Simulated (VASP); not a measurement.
```
Ga
1.0
    2.11552    -3.62463     0.00000
    2.11552     3.62463     0.00000
    0.00000     0.00000     4.28183
Ga
4
Direct
  0.15480   0.84520   0.91493
  0.34520   0.65480   0.41493
  0.65480   0.34520   0.58507
  0.84520   0.15480   0.08507
```

Level of theory: LDA (Ceperley-Alder, Perdew-Zunger), VASP's LDA PAW potentials (set 64) (plane waves; VASP). Run with 500 eV cut-off, 8×8×7 Γ-centred mesh, first-order Methfessel-Paxton smearing of 0.10 eV, potentials Ga_d.

Predict the energy per atom (σ→0), pressure, band gap (on the k-mesh) with the smallest direct gap where there is one.

```
Quantity                                                     Value
------------------------  ----------------------------------------
band gap (on the k-mesh)  none (metal, semimetal or under 0.01 eV)
energy per atom (σ→0)                               -3.549 eV/atom
pressure                                                 10.14 GPa
```

The compound is Ga in the alpha structure. It was relaxed first under an external pressure of 10 GPa.
